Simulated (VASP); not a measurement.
Here is the system:

```yaml
crystal:
  lattice:
    - [0.00000, 2.15959, 2.15959]
    - [2.15959, 0.00000, 2.15959]
    - [2.15959, 2.15959, 0.00000]
  atoms:
    - { symbol: Ti, position: [0.00000, 0.00000, 0.00000] }
    - { symbol: C, position: [0.50000, 0.50000, 0.50000] }
```

Level of theory: optB86b-vdW, VASP's PBE PAW potentials (set 64) (plane waves; VASP 6.6.1). Numerical set-up: 520 eV cut-off, Gaussian smearing of 0.050 eV, potentials Ti_sv C.

**Question.** Give the energies of bands 6 to 11 at the high-symmetry points, in eV from the Fermi level.

**Answer.** 
| band | Γ | X | U | L | W |
|---|---|---|---|---|---|
| 6 | 0.66 | -3.42 | -3.49 | -5.85 | -3.15 |
| 7 | 0.66 | -1.65 | -3.35 | -2.95 | -3.15 |
| 8 | 0.66 | -0.05 | -1.76 | -2.95 | -2.74 |
| 9 | 1.66 | -0.05 | 1.45 | 2.89 | 2.77 |
| 10 | 1.66 | 2.68 | 3.11 | 2.89 | 2.77 |
| 11 | 1.66 | 3.50 | 3.81 | 4.10 | 3.50 |

It has no gap at this level: it comes out as a metal or semimetal.

The compound is TiC in the rock salt structure. It was relaxed first.
